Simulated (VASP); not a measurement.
## TiN: relaxation of cell and atoms with LDA

The system is TiN.

```
Ti N
1.0
     0.00000    2.12000    2.12000
     2.12000    0.00000    2.12000
     2.12000    2.12000    0.00000
Ti N
1 1
Cartesian
  0.0000 0.0000 0.0000
  2.1200 2.1200 2.1200
```

The cell was built by a generator and needn't be a form met in nature.

* Program: VASP 6.6.1
* Task: relaxation of cell and atoms
* Functional: LDA
* Potentials or basis: VASP PAW LDA potentials, release 64 (Ti_sv, N)
* Cutoff: 600 eV
* k mesh: 16 × 16 × 16
* Occupations: methfessel-paxton, width 0.15 eV
* Spin: no spin polarisation
* Further INCAR settings: ALGO = Normal; EDIFF = 1e-06; IBRION = 2; EDIFFG = -0.02; NSW = 60; ISIF = 3

```
Relaxed volume                         : 9.11 Å³/atom
Relaxed cell                           : a = 2.954 Å, b = 2.954 Å, c = 2.954 Å, α = 60.00°, β = 60.00°, γ = 60.00°
Space group after relaxing (to 0.05 Å) : Fm-3m (No. 225)
Energy gained by relaxing              : 18.3 meV/atom
Ionic steps                            : 3
Pressure after relaxing                : -0.3 GPa
Band gap on the k mesh                 : none (metal or under the smearing width)
```

The path:
```csv
step,energy change (eV),largest force (eV/Å),pressure (GPa),volume (Å³)
1,0.0000,0.0000,-13.23,19.06
2,0.0574,0.0000,25.86,16.97
3,-0.0365,0.0000,-0.28,18.22
```

Final structure:
```
Ti N
1.0
     0.00000    2.08853    2.08853
     2.08853    0.00000    2.08853
     2.08853    2.08853    0.00000
Ti N
1 1
Direct
  0.00000 0.00000 0.00000
  0.50000 0.50000 0.50000
```

Levels at points of the mesh, in eV from the Fermi level:
| k point | band 7 | band 8 | band 9 | band 10 | band 11 | band 12 |
| --- | --- | --- | --- | --- | --- | --- |
| (0.00, 0.00, 0.00) | -2.05 | -2.05 | -0.68 | -0.68 | -0.68 | 0.60 |
| (0.50, 0.00, 0.00) | -5.72 | -5.72 | 1.81 | 1.81 | 2.55 | 6.12 |
| (0.50, 0.50, 0.00) | -3.30 | -3.24 | -3.24 | 1.75 | 2.58 | 2.58 |

It took 3.5 min on 1 thread of AMD EPYC 7R43 64-Core Processor (Zen 3) (shared host), peak memory 0.13 GiB.
